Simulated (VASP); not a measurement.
Here is the system:

```yaml
crystal:
  lattice:
    - [4.99368, 0.00000, 0.00000]
    - [0.00000, 4.99368, 0.00000]
    - [0.00000, 0.00000, 3.41684]
  atoms:
    - { symbol: Pb, position: [0.00000, 0.00000, 0.00000] }
    - { symbol: Pb, position: [0.50000, 0.50000, 0.50000] }
    - { symbol: O, position: [0.30741, 0.30741, 0.00000] }
    - { symbol: O, position: [0.80741, 0.19259, 0.50000] }
    - { symbol: O, position: [0.19259, 0.80741, 0.50000] }
    - { symbol: O, position: [0.69259, 0.69259, 0.00000] }
```

All values below come from PBEsol GGA, VASP's PBE PAW potentials (set 64) (plane waves; VASP). Run with 520 eV cut-off, Gaussian smearing of 0.050 eV, potentials Pb_d O.

### Question
Give the energies of bands 15 to 28 at the high-symmetry points, in eV from the Fermi level.

### Answer

```
band      Γ      X      M      Z      R      A
----  -----  -----  -----  -----  -----  -----
15    -8.12  -6.54  -5.66  -7.49  -7.16  -7.97
16    -3.39  -6.54  -5.66  -7.49  -7.16  -7.97
17    -3.32  -2.62  -3.22  -3.41  -4.70  -3.98
18    -3.32  -2.62  -3.22  -3.41  -4.70  -3.98
19    -2.08  -2.45  -2.61  -2.93  -3.47  -2.00
20    -2.01  -2.45  -2.61  -2.93  -3.47  -2.00
21    -1.79  -1.34  -1.60  -2.04  -1.08  -1.89
22    -0.70  -1.34  -1.60  -2.04  -1.08  -1.89
23    -0.63  -0.67  -0.68  -1.12  -0.78  -0.67
24    -0.63  -0.67  -0.68  -1.12  -0.78  -0.67
25    -0.60  -0.38  -0.48  -0.79  -0.22  -0.52
26    -0.60  -0.38  -0.48  -0.79  -0.22  -0.52
27     0.09   2.34   2.74   3.66   3.98   2.73
28     4.14   2.34   2.74   3.66   3.98   2.73
```

It has no gap at this level: it comes out as a metal or semimetal.

The compound is PbO2 in the rutile structure. It was relaxed first.
